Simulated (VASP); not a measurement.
Data:

```
CELL_PARAMETERS angstrom
      0.00000     2.81339     2.81339
      2.81339     0.00000     2.81339
      2.81339     2.81339     0.00000
ATOMIC_POSITIONS crystal
  Zn 0.00000 0.00000 0.00000
  S  0.25000 0.25000 0.25000
```

Calculation: vdW-DF2, VASP's PBE PAW potentials (set 64) (plane waves; VASP). Run with 520 eV cut-off, 8×8×8 Γ-centred mesh, Gaussian smearing of 0.050 eV, potentials Zn S.

Problem. Give the stress tensor in GPa (positive for a compressed cell).

Solution. 
```
-1.62   0.00   0.00
 0.00  -1.62   0.00
 0.00   0.00  -1.62
```
The pressure is its mean diagonal, -1.62 GPa.

The compound is ZnS in the zinc blende structure. This cell is one point of a volume scan, at 1.03 of the reference volume.
